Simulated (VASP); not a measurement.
Output of a VASP run:

**OSZICAR**
```
       N       E                     dE             d eps       ncg     rms          rms(c)
DAV:   1     0.521524458639E+03    0.52152E+03   -0.28308E+04  1892   0.152E+03
DAV:   2     0.341684526323E+02   -0.48736E+03   -0.47408E+03  1943   0.374E+02
DAV:   3    -0.243279419146E+02   -0.58496E+02   -0.57567E+02  2171   0.132E+02
DAV:   4    -0.261724620165E+02   -0.18445E+01   -0.18382E+01  2162   0.233E+01
DAV:   5    -0.261930664825E+02   -0.20604E-01   -0.20590E-01  2229   0.239E+00    0.122E+01
DAV:   6    -0.249209466378E+02    0.12721E+01   -0.33144E+00  2392   0.359E+01    0.913E+00
DAV:   7    -0.249599682322E+02   -0.39022E-01   -0.28446E+00  2189   0.107E+01    0.364E+00
DAV:   8    -0.249222487720E+02    0.37719E-01   -0.21043E-01  2203   0.518E+00    0.654E-01
DAV:   9    -0.249193608781E+02    0.28879E-02   -0.50405E-02  2120   0.144E+00    0.312E-01
DAV:  10    -0.249194191465E+02   -0.58268E-04   -0.43960E-03  2211   0.754E-01    0.116E-01
DAV:  11    -0.249194436643E+02   -0.24518E-04   -0.60982E-04  2168   0.396E-01    0.624E-02
DAV:  12    -0.249194815709E+02   -0.37907E-04   -0.23604E-04  2377   0.254E-01    0.348E-02
DAV:  13    -0.249194817039E+02   -0.13300E-06   -0.63182E-05  2120   0.952E-02    0.135E-02
DAV:  14    -0.249194801264E+02    0.15776E-05   -0.21314E-05  2364   0.530E-02    0.409E-03
DAV:  15    -0.249194808638E+02   -0.73745E-06   -0.45109E-06  1946   0.232E-02
   1 F= -.24919481E+02 E0= -.24919436E+02  d E =-.249195E+02
       N       E                     dE             d eps       ncg     rms          rms(c)
DAV:   1    -0.249207378967E+02   -0.12578E-02   -0.46921E-02  2313   0.187E+00    0.255E-01
DAV:   2    -0.249197678937E+02    0.97000E-03   -0.58856E-03  2317   0.120E+00    0.892E-02
DAV:   3    -0.249196729595E+02    0.94934E-04   -0.43750E-04  2051   0.175E-01    0.652E-02
DAV:   4    -0.249196507289E+02    0.22231E-04   -0.27200E-05  2167   0.437E-02    0.359E-02
DAV:   5    -0.249196396270E+02    0.11102E-04   -0.76992E-06  2144   0.321E-02    0.576E-03
DAV:   6    -0.249196394846E+02    0.14244E-06   -0.37609E-06  1728   0.258E-02
   2 F= -.24919639E+02 E0= -.24919596E+02  d E =-.158621E-03
```

OUTCAR:
```
------------------------ aborting loop because EDIFF is reached ----------------------------------------
  FORCE on cell =-STRESS in cart. coord.  units (eV):
  Direction    XX          YY          ZZ          XY          YZ          ZX
  --------------------------------------------------------------------------------------
  Total       -0.0006479     -0.0006479     -0.0006479      0.0151895     -0.0151895     -0.0151895
  in kB       -0.0054295     -0.0054295     -0.0054295      0.1272812     -0.1272812     -0.1272812
  external PRESSURE =      -0.0054295 kB  Pullay stress =       0.0000000 kB
  volume of cell :      191.20
      direct lattice vectors                 reciprocal lattice vectors
    -0.000000000  2.873353464  2.873353464    -0.173582490  0.174442914  0.173582490
     2.873353464 -0.000000000  2.873353464     0.174442914 -0.173582490  0.173582490
    11.550668959 11.550668959 -0.057255105     0.043180516  0.043180516 -0.043180516
 POSITION                                       TOTAL-FORCE (eV/Angst)
 -----------------------------------------------------------------------------------
      2.95528      2.95528      5.66478         0.006045      0.006045     -0.006045
      5.76407      5.76407      5.72934         0.000009      0.000009     -0.000009
      5.70736      5.70736      0.03934        -0.006792     -0.006792      0.006792
      1.48251      1.48251      1.39084        -0.000621     -0.000621      0.000621
      4.29647      4.29647      1.45024         0.004276      0.004276     -0.004276
      7.10598      7.10598      1.51408        -0.000867     -0.000867      0.000867
     10.23167     10.23167      1.26175         0.007555      0.007555     -0.007555
      8.61639      8.61639      0.00367        -0.009606     -0.009606      0.009606
 -----------------------------------------------------------------------------------
    total drift:                               -0.000698     -0.000698      0.000612
  FREE ENERGIE OF THE ION-ELECTRON SYSTEM (eV)
  ---------------------------------------------------
  free  energy   TOTEN  =       -24.9196394846 eV

  energy  without entropy=      -24.9195522036  energy(sigma->0) =      -24.91959584

 reached required accuracy - stopping structural energy minimisation
```
(Selected blocks of OUTCAR.)

### POSCAR
```
HgZn3Se4
1
    0.0000000000     2.8746262528     2.8746262528
    2.8746262528     0.0000000000     2.8746262528
   11.5555951499    11.5555951499    -0.0570901387
Zn Se Hg
3 4 1
Direct
  0.9859235921   0.9859235921   0.0105573059
  0.9994833596   0.9994833596   0.2503874803
  0.0116091698   0.0116091698   0.4912931227
  0.2426478870   0.2426478870   0.0680140847
  0.2555404322   0.2555404322   0.3083446758
  0.2689777737   0.2689777737   0.5482666697
  0.2278965905   0.2278965905   0.8290775571
  0.0079211950   0.0079211950   0.7440591037
```

Q: Write an INCAR and KPOINTS that could have produced this output.

A: This is not unique; one that fits is the input of the run itself, PBEsol GGA, plane waves, VASP's PBE PAW potentials (set 64).

### INCAR
```
# general
SYSTEM   =  HgZn3Se4
PREC     =  Accurate
ENCUT    =  400   # plane-wave cut-off (eV)
LREAL    =  F   # projection in real space or not
LASPH    =  T   # aspherical one-centre terms

# electronic loop
EDIFF    =  1E-6
NELM     =  100   # most electronic steps
ALGO     =  Normal
LMAXMIX  =  6

# smearing
ISMEAR   =  0   # Gaussian
SIGMA    =  0.05

# functional
GGA      =  PS   # PBEsol

# ions
IBRION   =  2
NSW      =  60
ISIF     =  3   # ions, shape and volume
EDIFFG   =  -0.02   # ionic stop

# output
LWAVE    =  F
LCHARG   =  F
```

**KPOINTS**
```
Automatic mesh
0
G
  6 6 2
```

POTCAR, in this order: Zn Se Hg (PBE.64 set). Program: vasp_std.

The structure was generated: HgZn3Se4 was put into an ordered model structure (R3m), which need not be its known phase. This run relaxes it. Symmetry was kept, so distortions that lower it aren't found. The start is the result of an earlier pass.
